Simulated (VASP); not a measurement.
Computed with PBE GGA, VASP's PBE PAW potentials (set 64) (plane waves; VASP).

VASP ran on this input.

**INCAR**
```
# general
SYSTEM =Pd
PREC   =Accurate
ENCUT  =400
LREAL  =.FALSE.   # projection in real space or not
LASPH  =.TRUE.

# electronic loop
EDIFF  =1E-8
NELM   =100   # most electronic steps
ALGO   =Normal   # blocked Davidson
LMAXMIX=4   # l cut-off of mixed one-centre charges

# smearing
ISMEAR =1
SIGMA  =0.1

# functional
GGA    =PE

# ions
IBRION =1   # quasi-Newton
NSW    =30   # most ionic steps
ISIF   =2
EDIFFG =-0.001

# output
LWAVE  =.FALSE.
LCHARG =.FALSE.
```

**POSCAR**
```
Pd
1
    0.0000000000     1.9690748086     1.9690748086
    1.9690748086     0.0000000000     1.9690748086
    1.9690748086     1.9690748086     0.0000000000
Pd
1
Direct
  0.0000000000   0.0000000000   0.0000000000
```

**KPOINTS**
```
Automatic mesh
0
Gamma
14 14 14
0 0 0
```

POTCAR, in this order: Pd (PBE.64 set). Program: vasp_std.

Task: What does the run give for the energy per atom (σ→0), band gap (on the k-mesh)?

Result: 
| Property | Result |
|---|---|
| energy per atom (σ→0) | -5.206 eV/atom |
| band gap (on the k-mesh) | none (metal, semimetal or under 0.01 eV) |

OSZICAR:
```
...
DAV:   7    -0.520965043603E+01    0.83772E-02   -0.30973E-03  2045   0.569E-01    0.190E+00
DAV:   8    -0.520614334853E+01    0.35071E-02   -0.98194E-04  1946   0.250E-01    0.315E-02
DAV:   9    -0.520614965087E+01   -0.63023E-05   -0.81606E-06  2403   0.296E-02    0.118E-02
DAV:  10    -0.520615264167E+01   -0.29908E-05   -0.12782E-06  2085   0.125E-02    0.199E-03
DAV:  11    -0.520615253712E+01    0.10455E-06   -0.19014E-08  2394   0.121E-03    0.512E-04
DAV:  12    -0.520615251483E+01    0.22288E-07   -0.24654E-09  1099   0.627E-04    0.487E-05
DAV:  13    -0.520615252265E+01   -0.78161E-08   -0.39674E-11   974   0.735E-05
   1 F= -.52061525E+01 E0= -.52055709E+01  d E =-.520615E+01
```

The compound is Pd in the fcc structure. It was relaxed first. The start is the result of an earlier pass.
